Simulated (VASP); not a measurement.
Given:

```xyz
2
Lattice="1.3650 -2.3642 0.0000 1.3650 2.3642 0.0000 0.0000 0.0000 4.3200" Properties=species:S:1:pos:R:3 pbc="T T T"
Os     1.3650     0.7881     1.0800
Os     1.3650    -0.7881     3.2400
```

Computed with optB88-vdW, VASP's PBE PAW potentials (set 64) (plane waves; VASP 6.6.1). Numerical set-up: 520 eV cut-off, 14×14×8 Γ-centred mesh, first-order Methfessel-Paxton smearing of 0.10 eV, potentials Os.

Energy and stress use the plane-wave basis of the starting cell.

Q: The ions, cell shape and volume are relaxed. What does this cell relax into?

A: 
```xyz
2
Lattice="1.3824 -2.3943 0.0000 1.3824 2.3943 0.0000 0.0000 0.0000 4.3537" Properties=species:S:1:pos:R:3 pbc="T T T"
Os     1.3824     0.7981     1.0884
Os     1.3824    -0.7981     3.2653
```
Space group P6_3/mmc (194), at a tolerance of 0.03 Å.

Q: How do energy and volume change from the first to the last step?

A: The energy (σ→0) changes by -20.3 meV/atom and the volume by +3.4 %, in 9 ionic steps.

The compound is Os in the hcp structure. This run relaxes it. Symmetry was kept, so distortions that lower it aren't found.
